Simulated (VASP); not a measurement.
Data:

```yaml
crystal:
  lattice:
    - [0.00000, 9.62851, 9.62851]
    - [9.62851, 0.00000, 9.62851]
    - [9.62851, 9.62851, 0.00000]
  atoms:
    - { symbol: Mg, position: [0.25000, 0.25000, 0.25000] }
    - { symbol: Mg, position: [0.08333, 0.08333, 0.08333] }
    - { symbol: Mg, position: [0.25000, 0.25000, 0.58333] }
    - { symbol: Mg, position: [0.08333, 0.08333, 0.41667] }
    - { symbol: Mg, position: [0.25000, 0.25000, 0.91667] }
    - { symbol: Mg, position: [0.08333, 0.08333, 0.75000] }
    - { symbol: Mg, position: [0.25000, 0.58333, 0.25000] }
    - { symbol: Mg, position: [0.08333, 0.41667, 0.08333] }
    - { symbol: Mg, position: [0.25000, 0.58333, 0.58333] }
    - { symbol: Mg, position: [0.08333, 0.41667, 0.41667] }
    - { symbol: Mg, position: [0.25000, 0.58333, 0.91667] }
    - { symbol: Mg, position: [0.08333, 0.41667, 0.75000] }
    - { symbol: Mg, position: [0.25000, 0.91667, 0.25000] }
    - { symbol: Mg, position: [0.08333, 0.75000, 0.08333] }
    - { symbol: Mg, position: [0.25000, 0.91667, 0.58333] }
    - { symbol: Mg, position: [0.08333, 0.75000, 0.41667] }
    - { symbol: Mg, position: [0.25000, 0.91667, 0.91667] }
    - { symbol: Mg, position: [0.08333, 0.75000, 0.75000] }
    - { symbol: Mg, position: [0.58333, 0.25000, 0.25000] }
    - { symbol: Mg, position: [0.41667, 0.08333, 0.08333] }
    - { symbol: Mg, position: [0.58333, 0.25000, 0.58333] }
    - { symbol: Mg, position: [0.41667, 0.08333, 0.41667] }
    - { symbol: Mg, position: [0.58333, 0.25000, 0.91667] }
    - { symbol: Mg, position: [0.41667, 0.08333, 0.75000] }
    - { symbol: Mg, position: [0.58333, 0.58333, 0.25000] }
    - { symbol: Mg, position: [0.41667, 0.41667, 0.08333] }
    - { symbol: Mg, position: [0.58333, 0.58333, 0.58333] }
    - { symbol: Mg, position: [0.41667, 0.41667, 0.41667] }
    - { symbol: Mg, position: [0.58333, 0.58333, 0.91667] }
    - { symbol: Mg, position: [0.41667, 0.41667, 0.75000] }
    - { symbol: Mg, position: [0.58333, 0.91667, 0.25000] }
    - { symbol: Mg, position: [0.41667, 0.75000, 0.08333] }
    - { symbol: Mg, position: [0.58333, 0.91667, 0.58333] }
    - { symbol: Mg, position: [0.41667, 0.75000, 0.41667] }
    - { symbol: Mg, position: [0.58333, 0.91667, 0.91667] }
    - { symbol: Mg, position: [0.41667, 0.75000, 0.75000] }
    - { symbol: Mg, position: [0.91667, 0.25000, 0.25000] }
    - { symbol: Mg, position: [0.75000, 0.08333, 0.08333] }
    - { symbol: Mg, position: [0.91667, 0.25000, 0.58333] }
    - { symbol: Mg, position: [0.75000, 0.08333, 0.41667] }
    - { symbol: Mg, position: [0.91667, 0.25000, 0.91667] }
    - { symbol: Mg, position: [0.75000, 0.08333, 0.75000] }
    - { symbol: Mg, position: [0.91667, 0.58333, 0.25000] }
    - { symbol: Mg, position: [0.75000, 0.41667, 0.08333] }
    - { symbol: Mg, position: [0.91667, 0.58333, 0.58333] }
    - { symbol: Mg, position: [0.75000, 0.41667, 0.41667] }
    - { symbol: Mg, position: [0.91667, 0.58333, 0.91667] }
    - { symbol: Mg, position: [0.75000, 0.41667, 0.75000] }
    - { symbol: Mg, position: [0.91667, 0.91667, 0.25000] }
    - { symbol: Mg, position: [0.75000, 0.75000, 0.08333] }
    - { symbol: Mg, position: [0.91667, 0.91667, 0.58333] }
    - { symbol: Mg, position: [0.75000, 0.75000, 0.41667] }
    - { symbol: Mg, position: [0.91667, 0.91667, 0.91667] }
    - { symbol: Mg, position: [0.75000, 0.75000, 0.75000] }
    - { symbol: Ge, position: [0.00000, 0.00000, 0.00000] }
    - { symbol: Ge, position: [0.00000, 0.00000, 0.33333] }
    - { symbol: Ge, position: [0.00000, 0.00000, 0.66667] }
    - { symbol: Ge, position: [0.00000, 0.33333, 0.00000] }
    - { symbol: Ge, position: [0.00000, 0.33333, 0.33333] }
    - { symbol: Ge, position: [0.00000, 0.33333, 0.66667] }
    - { symbol: Ge, position: [0.00000, 0.66667, 0.00000] }
    - { symbol: Ge, position: [0.00000, 0.66667, 0.33333] }
    - { symbol: Ge, position: [0.00000, 0.66667, 0.66667] }
    - { symbol: Ge, position: [0.33333, 0.00000, 0.00000] }
    - { symbol: Ge, position: [0.33333, 0.00000, 0.33333] }
    - { symbol: Ge, position: [0.33333, 0.00000, 0.66667] }
    - { symbol: Ge, position: [0.33333, 0.33333, 0.00000] }
    - { symbol: Ge, position: [0.33333, 0.33333, 0.33333] }
    - { symbol: Ge, position: [0.33333, 0.33333, 0.66667] }
    - { symbol: Ge, position: [0.33333, 0.66667, 0.00000] }
    - { symbol: Ge, position: [0.33333, 0.66667, 0.33333] }
    - { symbol: Ge, position: [0.33333, 0.66667, 0.66667] }
    - { symbol: Ge, position: [0.66667, 0.00000, 0.00000] }
    - { symbol: Ge, position: [0.66667, 0.00000, 0.33333] }
    - { symbol: Ge, position: [0.66667, 0.00000, 0.66667] }
    - { symbol: Ge, position: [0.66667, 0.33333, 0.00000] }
    - { symbol: Ge, position: [0.66667, 0.33333, 0.33333] }
    - { symbol: Ge, position: [0.66667, 0.33333, 0.66667] }
    - { symbol: Ge, position: [0.66667, 0.66667, 0.00000] }
    - { symbol: Ge, position: [0.66667, 0.66667, 0.33333] }
    - { symbol: Ge, position: [0.66667, 0.66667, 0.66667] }
```

Computed with PBE GGA, VASP's PBE PAW potentials (set 64) (plane waves; VASP). Numerical set-up: PREC = Normal, LREAL = Auto, EDIFF = 1E-5, 400 eV cut-off, 1×1×1 Γ-centred mesh, Gaussian smearing of 0.050 eV, potentials Mg Ge.

The supercell is sampled at Γ alone, which is coarse: total energies, pressure and levels can be off, energies of defects by several tenths of an eV.

Question: What does the run give for the energy per atom (σ→0)?

Answer: 
energy per atom (σ→0): -249.8 kJ/mol of atoms

Total energies compare only between runs with the same potentials, cut-off and functional.

The cell is a supercell, built from a database entry that may be metastable or hypothetical.
